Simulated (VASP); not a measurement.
Data:

```xyz
1
Lattice="-2.6400 2.6400 2.6400 2.6400 -2.6400 2.6400 2.6400 2.6400 -2.6400" Properties=species:S:1:pos:R:3 pbc="T T T"
K      0.0000     0.0000     0.0000
```

All values below come from PBE GGA with D3 dispersion (zero damping), VASP's PBE PAW potentials (set 64) (plane waves; VASP). Numerical set-up: 520 eV cut-off, 9×9×9 Γ-centred mesh, first-order Methfessel-Paxton smearing of 0.10 eV, potentials K_sv.

Energy and stress use the plane-wave basis of the starting cell.

**Question.** The ions, cell shape and volume are relaxed. Predict the relaxed structure.

**Answer.** 
```xyz
1
Lattice="-2.6109 2.6109 2.6109 2.6109 -2.6109 2.6109 2.6109 2.6109 -2.6109" Properties=species:S:1:pos:R:3 pbc="T T T"
K      0.0000     0.0000     0.0000
```
Space group Im-3m (229), at a tolerance of 0.03 Å.

**Question.** How do energy and volume change from the first to the last step?

**Answer.** The energy (σ→0) changes by -1.1 meV/atom and the volume by -3.3 %, in 5 ionic steps.

The compound is K in the bcc structure. This run relaxes it. Symmetry was kept, so distortions that lower it aren't found.
